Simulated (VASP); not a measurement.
An input for Quantum ESPRESSO's pw.x (written as the equivalent of a VASP run, and not itself run):

```
&CONTROL
  calculation = 'vc-relax'
  pseudo_dir = './pseudo'
  outdir = './out'
  tprnfor = .true.
  tstress = .true.
  nstep = 40
  forc_conv_thr = 0.00078
/
&SYSTEM
  ibrav = 0
  nat = 1
  ntyp = 1
  ecutwfc = 46
  occupations = 'smearing'
  smearing = 'methfessel-paxton'
  degauss = 0.00735
  input_dft = 'pbesol'
/
&ELECTRONS
  conv_thr = 7.3e-08
  electron_maxstep = 100
/
&IONS
/
&CELL
  press = 200
/
ATOMIC_SPECIES
  Rb 85.468 Rb.upf
CELL_PARAMETERS angstrom
    -1.8767245    1.8767245    1.8767245
     1.8767245   -1.8767245    1.8767245
     1.8767245    1.8767245   -1.8767245
ATOMIC_POSITIONS crystal
  Rb   1.0000000  0.0000000  0.0000000
K_POINTS automatic
  14 14 14 0 0 0
```

**Question.** Translate this input to VASP (INCAR, KPOINTS, POSCAR, choice of POTCAR).

**Answer.** This is not unique; one that fits is 
**POSCAR**
```
Rb
1
   -1.8767245384     1.8767245384     1.8767245384
    1.8767245384    -1.8767245384     1.8767245384
    1.8767245384     1.8767245384    -1.8767245384
Rb
1
Direct
  1.0000000000   0.0000000000   0.0000000000
```

INCAR:
```
ALGO = Normal
EDIFF = 1E-6
EDIFFG = -0.02
ENCUT = 500
GGA = PS
IBRION = 2
ISIF = 3
ISMEAR = 1
LASPH = .TRUE.
LCHARG = .FALSE.
LMAXMIX = 4
LREAL = .FALSE.
LWAVE = .FALSE.
NELM = 100
NSW = 40
PREC = Accurate
PSTRESS = 200
SIGMA = 0.1
SYSTEM = Rb
```

### KPOINTS
```
Automatic
0
gamma
  14 14 14
0 0 0
```

POTCAR, in this order: Rb_sv (PBE.64 set). Program: vasp_std.

Limits of the translation: the potentials are each code's own (VASP's PAW set, PseudoDojo norm-conserving files in pw.x), so ENCUT and ecutwfc are chosen apart and not converted; conv_thr bounds pw.x's estimated SCF error, while EDIFF bounds the energy change between steps; forc_conv_thr acts on force components and is met together with etot_conv_thr.

The compound is Rb in the bcc structure. This run relaxes it under an external pressure of 20 GPa. Symmetry was kept, so distortions that lower it aren't found.
